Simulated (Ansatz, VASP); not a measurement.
GaIrO4: VASP beside Ansatz

```
Ga Ir O
1.0
     0.00000    3.05669    3.05669
     3.05669    0.00000    3.05669
     3.05669    3.05669    0.00000
Ga Ir O
1 1 4
Direct
  0.00000 0.00000 0.00000
  0.25000 0.25000 0.25000
  0.62577 0.12269 0.62577
  0.62577 0.62577 0.12269
  0.62577 0.62577 0.62577
  0.12269 0.62577 0.62577
```

Alike in both runs: task single point; functional PBE; k mesh 6 × 6 × 6; occupations gaussian, width 0.1 eV; collinear spin.

|  | VASP | Ansatz |
| --- | --- | --- |
| version | VASP 6.6.1 | Ansatz 0.2.0 |
| potentials or method | VASP PAW PBE potentials, release 64 (Ga_d, Ir, O) | scalar-relativistic, plane waves, PAW |
| plane-wave cutoff (eV) | 520 | 420 |
| valence electrons in the cell | 46 | 54 |

```csv
,VASP,Ansatz,Ansatz less VASP
gap on the k mesh at the Fermi level (eV),none,none,-
pressure (GPa),11.4,11.2,-0.14
rms of the force components (eV/Å),0.041,0.043,+0.0024
net moment per atom (μB),0.09,0.08,-0.004
size of the moment on the site where the two differ most (μB),0.28,0.25,-0.030
```

Site moments also hang on the region over which each program counts them. Atom by atom the forces differ by 0.002 eV/Å (rms over components). A gap of «none» marks a metal or a gap that the smearing closes. The functional is the same, so the differences come from potentials, cutoffs and numerics. The two sets of potentials don't hold the same shells in valence.

The runs have no spin-orbit coupling, so splittings on Ir are missing.
